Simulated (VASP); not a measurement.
Here is the system:

```
CELL_PARAMETERS angstrom
      3.97142     0.00000     0.00000
      0.00000     3.97142     0.00000
      0.00000     0.00000     3.97142
ATOMIC_POSITIONS crystal
  La 0.00000 0.00000 0.00000
  B  0.80177 0.50000 0.50000
  B  0.50000 0.19823 0.50000
  B  0.50000 0.80177 0.50000
  B  0.19823 0.50000 0.50000
  B  0.50000 0.50000 0.80177
  B  0.50000 0.50000 0.19823
```

These are PBE GGA, VASP's PBE PAW potentials (set 64) (plane waves; VASP 6.6.1) values and carry that method's errors. Numerical set-up: 620 eV cut-off, 8×8×8 Γ-centred mesh, first-order Methfessel-Paxton smearing of 0.10 eV, potentials La B.

Energy and stress use the plane-wave basis of the starting cell.

Problem. The ions, cell shape and volume at an external pressure of 45.0 GPa are relaxed. Predict the relaxed structure.

Solution. 
```
CELL_PARAMETERS angstrom
      3.90680     0.00000     0.00000
      0.00000     3.90680     0.00000
      0.00000     0.00000     3.90680
ATOMIC_POSITIONS crystal
  La 0.00000 0.00000 0.00000
  B  0.80222 0.50000 0.50000
  B  0.50000 0.19778 0.50000
  B  0.50000 0.80222 0.50000
  B  0.19778 0.50000 0.50000
  B  0.50000 0.50000 0.80222
  B  0.50000 0.50000 0.19778
```
Space group Pm-3m (221), at a tolerance of 0.03 Å.

Problem. How do energy and volume change from the first to the last step?

Solution. The energy (σ→0) changes by +100.0 meV/atom and the volume by -4.8 %, in 6 ionic steps.

```
step  E(σ→0) (eV)  max force (eV/Å)  pressure (GPa)  volume (Å³)
----  -----------  ----------------  --------------  -----------
1        -48.2919             0.001           30.10        62.64
2        -46.0548             0.484           72.25        55.39
3        -47.6141             0.175           44.63        59.71
4        -47.5963             0.179           44.97        59.65
5        -47.5633             0.601           45.07        59.57
6        -47.5919             0.000           44.99        59.63
```

The compound is LaB6 in the cab6 structure. This run relaxes it under an external pressure of 45 GPa. Symmetry was kept, so distortions that lower it aren't found. The electron count is odd and the run is not spin-polarised, which forces a metal.
